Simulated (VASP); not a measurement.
# SiH₂Cl₂: convergence, dipole of a molecule

SiH₂Cl₂, molecule in box, 5 atoms in the cell. PBE; PAW potentials Cl, Si, H (PBE set). VASP 6.6.1.

Wanted: dipole moment within 0.02 D; HOMO under the vacuum level within 0.05 eV; forces within 0.02 eV/Å.

Starting geometry: molecule relaxed first with the same functional.

POSCAR of the starting run:
```
SiH2Cl2
1.0
   12.9500000000      0.0000000000      0.0000000000
    0.0000000000     12.9500000000      0.0000000000
    0.0000000000      0.0000000000     12.9500000000
Cl Si H
2 1 2
Direct
    0.4055510077      0.4758588666      0.6139230278
    0.4239486512      0.5993818256      0.3860769722
    0.4966672079      0.5008406294      0.4866760662
    0.5133008885      0.4006181744      0.4336803828
    0.5944489923      0.5496946357      0.5210524225
```

The series start from vacuum between images (Å): 10; correction: IDIPOL 4 with LDIPOL; Cutoff ENCUT (eV): 340; SCF threshold EDIFF (eV): 1e-6; PREC: Accurate; LREAL: .FALSE.; ALGO: Normal; program: vasp_gam; NCORE: 1. Each series keeps the choices made before it, and each single choice may use up half of a tolerance.

## Vacuum between images (Å)

| Vacuum between images (Å) | Dipole moment (D) | HOMO under the vacuum level (eV) | Forces, largest deviation (eV/Å) | SCF iterations | Time (s) |
|---|---|---|---|---|---|
| 4 | 0.853 | 7.746 | 0.087 | 18 | 4.1 |
| 6 | 1.088 | 7.760 | 0.005 | 21 | 8.4 |
| 8 | 1.100 | 7.762 | 0.001 | 23 | 18 |
| 10 | 1.101 | 7.763 | 0.001 | 24 | 26 |
| 12 | 1.101 | 7.763 | 0.000 | 24 | 50 |
| 15 (reference) | 1.101 | 7.763 | 0.000 | 25 | 93 |

Chosen: 8, the loosest value from which every tighter one stays within half of the tolerance.

## Correction

| Correction | Dipole moment (D) | HOMO under the vacuum level (eV) | Forces, largest deviation (eV/Å) | SCF iterations | Time (s) |
|---|---|---|---|---|---|
| IDIPOL 4 with LDIPOL | 1.100 | 7.762 | 0.000 | 23 | 18 |
| IDIPOL 4 alone | 1.129 | 7.768 | 0.013 | 23 | 20 |
| IDIPOL 4, no DIPOL | no result | no result | no result | 120 | 88 |

Chosen: IDIPOL 4 with LDIPOL; no other choice that stays within half of the tolerance saves 30 % of the time.

## Cutoff ENCUT (eV)

| Cutoff ENCUT (eV) | Dipole moment (D) | HOMO under the vacuum level (eV) | Forces, largest deviation (eV/Å) | SCF iterations | Time (s) |
|---|---|---|---|---|---|
| 210 | 1.129 | 7.735 | 0.207 | 23 | 10 |
| 260 | 1.113 | 7.753 | 0.085 | 22 | 9.5 |
| 300 | 1.106 | 7.759 | 0.037 | 23 | 15 |
| 340 | 1.100 | 7.762 | 0.015 | 23 | 18 |
| 390 | 1.098 | 7.764 | 0.005 | 23 | 20 |
| 470 (reference) | 1.097 | 7.766 | 0.000 | 23 | 30 |

Chosen: 390.

## SCF threshold EDIFF (eV)

| SCF threshold EDIFF (eV) | Dipole moment (D) | HOMO under the vacuum level (eV) | Forces, largest deviation (eV/Å) | SCF iterations | Time (s) |
|---|---|---|---|---|---|
| 0.001 | 0.274 | 7.885 | 0.052 | 9 | 7.6 |
| 0.0001 | 0.553 | 7.833 | 0.014 | 11 | 13 |
| 1e-5 | 1.099 | 7.764 | 0.000 | 20 | 16 |
| 1e-6 | 1.098 | 7.764 | 0.000 | 23 | 20 |
| 1e-7 (reference) | 1.097 | 7.764 | 0.000 | 25 | 17 |

Chosen: 1e-5.

## PREC

| PREC | Dipole moment (D) | HOMO under the vacuum level (eV) | Forces, largest deviation (eV/Å) | SCF iterations | Time (s) |
|---|---|---|---|---|---|
| Accurate | 1.099 | 7.764 | 0.000 | 20 | 16 |
| Normal | 1.099 | 7.764 | 0.001 | 20 | 7.1 |

Chosen: Normal, the fastest of those that stay within half of the tolerance.

## LREAL

| LREAL | Dipole moment (D) | HOMO under the vacuum level (eV) | Forces, largest deviation (eV/Å) | SCF iterations | Time (s) |
|---|---|---|---|---|---|
| .FALSE. | 1.099 | 7.764 | 0.000 | 20 | 7.1 |
| Auto | 1.099 | 7.764 | 0.005 | 20 | 6.6 |

Chosen: .FALSE..

## ALGO

| ALGO | Dipole moment (D) | HOMO under the vacuum level (eV) | Forces, largest deviation (eV/Å) | SCF iterations | Time (s) |
|---|---|---|---|---|---|
| Normal | 1.099 | 7.764 | 0.000 | 20 | 7.1 |
| Fast | 1.098 | 7.764 | 0.001 | 20 | 7.1 |
| All | 1.097 | 7.764 | 0.001 | 15 | 7.3 |

Chosen: Normal.

## Program

| Program | Dipole moment (D) | HOMO under the vacuum level (eV) | Forces, largest deviation (eV/Å) | SCF iterations | Time (s) |
|---|---|---|---|---|---|
| vasp_gam | 1.099 | 7.764 | 0.000 | 20 | 7.1 |
| vasp_std | 1.098 | 7.764 | 0.000 | 21 | 8.3 |

Chosen: vasp_gam.

## NCORE

| NCORE | Dipole moment (D) | HOMO under the vacuum level (eV) | Forces, largest deviation (eV/Å) | SCF iterations | Time (s) |
|---|---|---|---|---|---|
| 1 | 1.099 | 7.764 | 0.000 | 20 | 7.1 |
| 2 | 1.099 | 7.764 | 0.000 | 21 | 7.5 |
| 4 | 1.099 | 7.764 | 0.000 | 21 | 7.1 |

Chosen: 1.

## All choices together

| Input | Dipole moment (D) | HOMO under the vacuum level (eV) | Forces, largest deviation (eV/Å) | Time (s) |
|---|---|---|---|---|
| program defaults, 6 A between images, energy correction only (naive) | 1.165 | 7.763 | 0.082 | 2.4 |
| chosen settings | 1.099 | 7.764 | 0.005 | 7.1 |
| reference settings throughout | 1.097 | 7.767 | 0.000 | 132 |

The tolerance is met.

## The input

INCAR:
```
PREC = Normal
ENCUT = 390
EDIFF = 1E-5
ISMEAR = 0
SIGMA = 0.01
LREAL = F
LASPH = T
ALGO = Normal
NELM = 120
LWAVE = F
LCHARG = F
GGA = PE
ISYM = 0
IDIPOL = 4
DIPOL = 0.5 0.5 0.5
LDIPOL = T
LVHAR = T
```

KPOINTS:
```
Automatic mesh
0
Gamma
  1 1 1
  0 0 0
```

POSCAR:
```
SiH2Cl2
1.0
   10.9500000000      0.0000000000      0.0000000000
    0.0000000000     10.9500000000      0.0000000000
    0.0000000000      0.0000000000     10.9500000000
Cl Si H
2 1 2
Direct
    0.3883000502      0.4714495272      0.6347308867
    0.4100579939      0.6175337573      0.3652691133
    0.4960584787      0.5009941690      0.4842424710
    0.5157302745      0.3824662427      0.4215672107
    0.6116999498      0.5587712815      0.5248976138
```

Commands:
```
cat potpaw_PBE.64/Cl/POTCAR potpaw_PBE.64/Si/POTCAR potpaw_PBE.64/H/POTCAR > POTCAR
mpirun -np 4 vasp_gam > vasp.out
```

The chosen input took VASP 6.6.1 7.1 s on 4 cores (Intel Xeon 6975P-C (Granite Rapids)), a shared host.

## An input that fails: centre for the dipole at the corner of the box

It runs to its end, but against the unchanged starting input it is off by 118.981 D in the dipole moment, 0.349 eV in the HOMO under the vacuum level, 6.224 eV/Å in the forces.

Changes against the starting input:
```
- DIPOL = 0.5 0.5 0.5
+ DIPOL = 0.0 0.0 0.0
```
